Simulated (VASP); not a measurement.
The input files of a VASP run:

### KPOINTS
```
Automatic mesh
0
Gamma
9 9 9
0 0 0
```

**INCAR**
```
# general
SYSTEM  = AgCl
PREC    = Accurate
ENCUT   = 500
LREAL   = .FALSE.
LASPH   = .TRUE.

# electronic loop
EDIFF   = 1E-6
NELM    = 100
ALGO    = Normal
LMAXMIX = 4

# smearing
ISMEAR  = 0
SIGMA   = 0.05

# functional
GGA     = PE

# ions
IBRION  = 2
NSW     = 40
ISIF    = 3
EDIFFG  = -0.02
PSTRESS = 450

# output
LWAVE   = .FALSE.
LCHARG  = .FALSE.
```

POSCAR:
```
AgCl
1
    0.0000000000     2.5258943770     2.5258943770
    2.5258943770     0.0000000000     2.5258943770
    2.5258943770     2.5258943770     0.0000000000
Ag Cl
1 1
Direct
  0.0000000000   0.0000000000   0.0000000000
  0.5000000000   0.5000000000   0.5000000000
```

POTCAR, in this order: Ag Cl (PBE.64 set). Program: vasp_std.

Question: Write an equivalent input for Ansatz.

Answer: One equivalent input (not run):
Ansatz 0.2 input:
```yaml
crystal:
  lattice:
    - [0.0000000, 2.5258944, 2.5258944]
    - [2.5258944, 0.0000000, 2.5258944]
    - [2.5258944, 2.5258944, 0.0000000]
  atoms:
    - { symbol: Ag, position: [0.0000000, 0.0000000, 0.0000000] }
    - { symbol: Cl, position: [0.5000000, 0.5000000, 0.5000000] }
kpoints:
  mp_grid: { grid: [9, 9, 9] }
hamiltonian:
  xc: pbe
  pseudopotentials: { kind: paw }
scf:
  occupations: { method: gaussian, width: 0.05 }
  max_iter: 100
relax:
  max_steps: 40
  f_tol: 0.02
  cell: { p_target: 45 }
output: { forces: true, stress: true, eigenvalues: true }
```
Limits of the translation: each code has its own PAW files, so the cut-off isn't converted (ENCUT is set for VASP's; basis.ecutwfc is left out, and Ansatz then takes the one that its files recommend); Ansatz stops its SCF on the density residual and VASP on the energy change (EDIFF).

The compound is AgCl in the rock salt structure. This run relaxes it under an external pressure of 45 GPa. Symmetry was kept, so distortions that lower it aren't found.
